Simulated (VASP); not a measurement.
These are G0W0 on PBE orbitals, VASP's PBE PAW potentials (set 64) (plane waves; VASP 6.6.1) values and carry that method's errors.

A VASP calculation is set up with these files.

**POSCAR**
```
LiF
1
    0.0000000000     2.0150000000     2.0150000000
    2.0150000000     0.0000000000     2.0150000000
    2.0150000000     2.0150000000     0.0000000000
Li F
1 1
Direct
  0.0000000000   0.0000000000   0.0000000000
  0.5000000000   0.5000000000   0.5000000000
```

File KPOINTS:
```
K-points
0
gamma
  4 4 4
```

INCAR:
```
ALGO = EVGW0
ENCUT = 500
ENCUTGW = 150
GGA = PE
ISMEAR = 0
LASPH = .True.
LCHARG = .False.
LREAL = .False.
LSPECTRALGW = .True.
LWAVE = .False.
NBANDS = 100
NBANDSGW = 13
NELMGW = 1
NOMEGA = 64
PREC = Normal
SIGMA = 0.01
SYSTEM = LiF
```

POTCAR, in this order: Li_sv_GW F_GW_new (PBE.64 set). Program: vasp_std. Read from the step before: WAVECAR, WAVEDER.

The run wrote:

File OUTCAR:
```
 ion  position               nearest neighbor table
   1  0.000  0.000  0.000-   2 2.02   2 2.02   2 2.02   2 2.02   2 2.02   2 2.02
   2  0.500  0.500  0.500-   1 2.02   1 2.02   1 2.02   1 2.02   1 2.02   1 2.02
  LATTYP: Found a face centered cubic cell.
 ALAT       =     4.0300000000
 Subroutine PRICEL returns:
 Original cell was already a primitive cell.
 Subroutine GETGRP returns: Found 48 space group operations
The static configuration has the point symmetry O_h .
The dynamic configuration has the point symmetry O_h .
 Subroutine INISYM returns: Found 48 space group operations
 Subroutine IBZKPT returns following result:
 Found      8 irreducible k-points:

 Following reciprocal coordinates:
            Coordinates               Weight
  0.000000  0.000000  0.000000      1.000000
  0.250000  0.000000  0.000000      8.000000
  0.500000  0.000000  0.000000      4.000000
  0.250000  0.250000  0.000000      6.000000
  0.500000  0.250000  0.000000     24.000000
 -0.250000  0.250000  0.000000     12.000000
  0.500000  0.500000  0.000000      3.000000
 -0.250000  0.500000  0.250000      6.000000
 Subroutine IBZKPT_HF returns following result:
...
```

**OSZICAR**
```
energies w=
    0.000    0.000    1.045    0.000    2.088    0.000    3.127    0.000
    4.159    0.000    5.182    0.000    6.196    0.000    7.198    0.000
    8.188    0.000    9.165    0.000   10.130    0.000   11.081    0.000
   12.019    0.000   12.945    0.000   13.859    0.000   14.762    0.000
   15.656    0.000   16.542    0.000   17.420    0.000   18.293    0.000
   19.163    0.000   20.029    0.000   20.896    0.000   21.764    0.000
   22.635    0.000   23.512    0.000   24.396    0.000   25.291    0.000
   26.198    0.000   27.121    0.000   28.061    0.000   29.024    0.000
   30.011    0.000   31.026    0.000   32.075    0.000   33.162    0.000
   34.291    0.000   35.468    0.000   36.702    0.000   37.997    0.000
   39.365    0.000   40.814    0.000   42.357    0.000   44.006    0.000
   45.778    0.000   47.691    0.000   49.768    0.000   52.037    0.000
   54.530    0.000   57.288    0.000   60.361    0.000   63.812    0.000
   67.721    0.000   72.192    0.000   77.361    0.000   83.410    0.000
   90.588    0.000   99.247    0.000  109.896    0.000  123.305    0.000
  140.696    0.000  164.126    0.000  197.351    0.000  248.048    0.000
NQ=   1    0.0000    0.0000    0.0000,
 performed         81000 updates of chi_q(r,r)
NQ=   2    0.2500    0.0000    0.0000,
 performed        256000 updates of chi_q(r,r)
NQ=   3    0.5000    0.0000    0.0000,
 performed        384000 updates of chi_q(r,r)
NQ=   4    0.2500    0.2500    0.0000,
 performed        541000 updates of chi_q(r,r)
NQ=   5    0.5000    0.2500    0.0000,
 performed        757000 updates of chi_q(r,r)
NQ=   6   -0.2500    0.2500    0.0000,
 performed        947000 updates of chi_q(r,r)
NQ=   7    0.5000    0.5000    0.0000,
 performed       1065000 updates of chi_q(r,r)
NQ=   8   -0.2500    0.5000    0.2500,
 performed       1224000 updates of chi_q(r,r)
 resolving degeneracies of screened two electron integrals
```

OUTCAR:
```


 k-point   1 :       0.0000    0.0000    0.0000
  band No.  KS-energies  QP-energies   sigma(KS)   V_xc(KS)     V^pw_x(r,r')   Z            occupation Imag(sigma)

      1     -41.9117     -51.9424     -39.1193     -27.4914     -43.2619       0.8626       2.0000       0.1618
      2     -20.9728     -25.2742     -27.9655     -22.5374     -36.7299       0.7924       2.0000       1.1032
      3      -1.0130      -3.7633     -26.2680     -22.8826     -30.7306       0.8124       2.0000       0.1252
      4      -1.0130      -3.7633     -26.2680     -22.8826     -30.7306       0.8124       2.0000       0.1252
      5      -1.0130      -3.7633     -26.2680     -22.8826     -30.7306       0.8124       2.0000       0.1252
      6       8.0324       9.5668      -9.7785     -11.5192      -6.5421       0.8814       0.0000      -0.0710
      7      22.9071      25.0979      -7.2343      -9.7979      -2.9406       0.8546       0.0000      -0.1750
      8      22.9071      25.0979      -7.2343      -9.7979      -2.9406       0.8546       0.0000      -0.1750
      9      22.9071      25.0979      -7.2343      -9.7979      -2.9406       0.8546       0.0000      -0.1750
     10      23.3081      24.8588      -6.6320      -8.4189      -2.6763       0.8678       0.0000      -0.1848
     11      23.3081      24.8588      -6.6320      -8.4189      -2.6763       0.8678       0.0000      -0.1848
     12      23.3081      24.8588      -6.6320      -8.4189      -2.6763       0.8678       0.0000      -0.1848
     13      26.2810      27.1923      -5.5406      -6.5939      -1.0665       0.8651       0.0000      -0.5607

 k-point   2 :       0.2500    0.0000    0.0000
  band No.  KS-energies  QP-energies   sigma(KS)   V_xc(KS)     V^pw_x(r,r')   Z            occupation Imag(sigma)

      1     -41.8824     -51.9351     -39.1875     -27.5436     -43.3117       0.8633       2.0000       0.1435
      2     -20.7646     -24.9390     -28.1115     -22.7254     -36.8859       0.7750       2.0000       1.0619
      3      -2.3821      -5.3914     -24.5325     -20.8139     -28.8664       0.8092       2.0000       0.1361
      4      -1.1287      -3.9037     -26.1603     -22.7407     -30.6245       0.8115       2.0000       0.1260
      5      -1.1287      -3.9037     -26.1603     -22.7407     -30.6245       0.8115       2.0000       0.1260
      6       9.3004      10.9782      -9.7611     -11.6743      -6.5210       0.8769       0.0000      -0.0732
      7      16.9106      18.7599      -8.5197     -10.6666      -4.7842       0.8614       0.0000      -0.1114
      8      19.5108      21.4795      -6.9026      -9.1621      -3.0017       0.8713       0.0000      -0.1104
      9      19.5108      21.4795      -6.9026      -9.1621      -3.0017       0.8713       0.0000      -0.1104
     10      25.9937      27.6108      -6.7975      -8.7115      -2.3414       0.8449       0.0000      -0.3358
     11      26.5028      28.1515      -6.9330      -8.8546      -2.6811       0.8580       0.0000      -0.3046
     12      26.5028      28.1515      -6.9330      -8.8546      -2.6811       0.8580       0.0000      -0.3046
     13      34.2017      36.7261      -8.4663     -11.2848      -3.7172       0.8956       0.0000      -0.8309

 k-point   3 :       0.5000    0.0000    0.0000
  band No.  KS-energies  QP-energies   sigma(KS)   V_xc(KS)     V^pw_x(r,r')   Z            occupation Imag(sigma)

      1     -41.8540     -51.9371     -39.2567     -27.5972     -43.3626       0.8648       2.0000       0.1254
      2     -20.5432     -24.6294     -28.2954     -22.9501     -37.0781       0.7644       2.0000       1.0211
      3      -3.5269      -6.7541     -23.4453     -19.4449     -27.7827       0.8067       2.0000       0.1525
      4      -1.2404      -4.0392     -26.0719     -22.6207     -30.5420       0.8109       2.0000       0.1270
      5      -1.2404      -4.0392     -26.0719     -22.6207     -30.5420       0.8109       2.0000       0.1270
      6       9.7474      11.3109      -7.7100      -9.4753      -4.3401       0.8856       0.0000      -0.0730
      7      15.6929      17.9579     -11.8409     -14.5230      -8.1931       0.8445       0.0000      -0.1178
      8      17.8594      19.7749      -6.7143      -8.8942      -2.9486       0.8787       0.0000      -0.0928
      9      17.8594      19.7749      -6.7143      -8.8942      -2.9486       0.8787       0.0000      -0.0928
     10      29.4633      30.8903      -7.0918      -8.7233      -2.4048       0.8746       0.0000      -0.6395
     11      29.9990      31.8719      -8.3211     -10.4695      -3.3947       0.8718       0.0000      -0.7815
     12      29.9990      31.8719      -8.3211     -10.4695      -3.3947       0.8718       0.0000      -0.7815
     13      32.4487      34.6465      -7.2433      -9.6519      -2.8888       0.9125       0.0000      -0.6717

 k-point   4 :       0.2500    0.2500    0.0000
  band No.  KS-energies  QP-energies   sigma(KS)   V_xc(KS)     V^pw_x(r,r')   Z            occupation Imag(sigma)

      1     -41.8747     -51.9348     -39.2040     -27.5602     -43.3265       0.8640       2.0000       0.1407
      2     -20.6693     -24.8014     -28.2138     -22.8378     -36.9863       0.7686       2.0000       1.0416
      3      -2.4430      -5.4372     -24.2676     -20.5704     -28.5450       0.8099       2.0000       0.1354
      4      -1.5205      -4.3670     -25.6236     -22.1081     -30.0580       0.8097       2.0000       0.1292
      5      -1.5205      -4.3670     -25.6236     -22.1081     -30.0580       0.8097       2.0000       0.1292
      6      10.3654      12.2373     -11.0484     -13.2054      -7.8738       0.8678       0.0000      -0.0769
      7      17.7290      19.0461      -6.1384      -7.6452      -2.4397       0.8741       0.0000      -0.1090
      8      18.6882      20.5883      -7.3352      -9.5091      -3.4994       0.8741       0.0000      -0.1017
      9      19.5761      21.7033      -8.1856     -10.6697      -4.1669       0.8563       0.0000      -0.1320
     10      19.5761      21.7033      -8.1856     -10.6697      -4.1669       0.8563       0.0000      -0.1320
     11      31.9935      33.9543      -6.7525      -8.9103      -2.2530       0.9087       0.0000      -0.6260
     12      31.9935      33.9543      -6.7525      -8.9103      -2.2530       0.9087       0.0000      -0.6260
     13      32.6362      34.8082      -7.4225      -9.7843      -3.1114       0.9197       0.0000      -0.5688

 k-point   5 :       0.5000    0.2500    0.0000
  band No.  KS-energies  QP-energies   sigma(KS)   V_xc(KS)     V^pw_x(r,r')   Z            occupation Imag(sigma)

      1     -41.8474     -51.9532     -39.2652     -27.6112     -43.3739       0.8672       2.0000       0.1258
      2     -20.4146     -24.4808     -28.4705     -23.1292     -37.2447       0.7613       2.0000       0.9939
      3      -3.3778      -6.5493     -23.3096     -19.3886     -27.5994       0.8089       2.0000       0.1492
      4      -2.1733      -5.1434     -24.6810     -21.0207     -29.0356       0.8114       2.0000       0.1344
      5      -1.6408      -4.5120     -25.5145     -21.9692     -29.9513       0.8099       2.0000       0.1304
      6      11.9320      13.8170      -9.6775     -11.8432      -6.3482       0.8704       0.0000      -0.0818
      7      14.8016      16.8040      -9.6686     -11.9939      -6.1424       0.8611       0.0000      -0.0987
      8      17.6805      19.6215      -8.6257     -10.8641      -4.8394       0.8671       0.0000      -0.1029
      9      18.5603      20.6864      -8.0130     -10.4781      -4.1080       0.8625       0.0000      -0.1127
     10      23.0037      24.7181      -7.3072      -9.3223      -3.0978       0.8508       0.0000      -0.2202
     11      31.9310      34.1072      -7.4995      -9.8982      -2.8994       0.9072       0.0000      -0.7782
     12      32.6633      34.7251      -7.6754      -9.9327      -2.9770       0.9134       0.0000      -0.8551
     13      35.7932      38.3027      -8.3054     -11.1114      -3.5378       0.8943       0.0000      -0.9699

 k-point   6 :      -0.2500    0.2500    0.0000
  band No.  KS-energies  QP-energies   sigma(KS)   V_xc(KS)     V^pw_x(r,r')   Z            occupation Imag(sigma)

      1     -41.8557     -51.9275     -39.2496     -27.5955     -43.3601       0.8642       2.0000       0.1286
      2     -20.5187     -24.6106     -28.3465     -22.9958     -37.1229       0.7647       2.0000       1.0142
      3      -2.8746      -5.9775     -24.0136     -20.1816     -28.3358       0.8098       2.0000       0.1424
      4      -2.3394      -5.3273     -24.4185     -20.7242     -28.7593       0.8088       2.0000       0.1363
      5      -1.2560      -4.0550     -26.0275     -22.5741     -30.4896       0.8105       2.0000       0.1270
      6      11.0512      12.8808      -9.6188     -11.7162      -6.3054       0.8723       0.0000      -0.0789
      7      14.7583      16.6960      -9.1511     -11.3889      -5.6384       0.8659       0.0000      -0.0952
      8      18.4143      20.4856      -9.2554     -11.6658      -5.3738       0.8593       0.0000      -0.1171
      9      18.4302      20.4415      -7.0699      -9.3711      -3.2326       0.8740       0.0000      -0.1004
     10      27.8969      29.4589      -6.6984      -8.4968      -2.4330       0.8685       0.0000      -0.3692
     11      28.0346      29.7880      -6.6187      -8.6614      -2.1210       0.8584       0.0000      -0.4288
     12      28.0502      29.7980      -7.6903      -9.6829      -3.0960       0.8772       0.0000      -0.5800
     13      35.9299      38.4128      -7.8075     -10.6127      -3.3758       0.8851       0.0000      -0.6285

 k-point   7 :       0.5000    0.5000    0.0000
  band No.  KS-energies  QP-energies   sigma(KS)   V_xc(KS)     V^pw_x(r,r')   Z            occupation Imag(sigma)

      1     -41.8384     -51.9440     -39.2709     -27.6219     -43.3820       0.8675       2.0000       0.1261
      2     -20.2779     -24.3080     -28.6584     -23.3220     -37.4252       0.7552       2.0000       0.9671
      3      -4.0107      -7.2531     -22.4234     -18.4138     -26.6633       0.8087       2.0000       0.1586
...
```
(Selected blocks of OUTCAR.)

The mesh is coarse and the basis finite, so the quasiparticle values are not converged.

The compound is LiF in the rock salt structure. The cell was not relaxed at this level. The k-mesh is coarse (spacing up to 0.68 per Å, 2π included), so the numbers may not be converged in it.
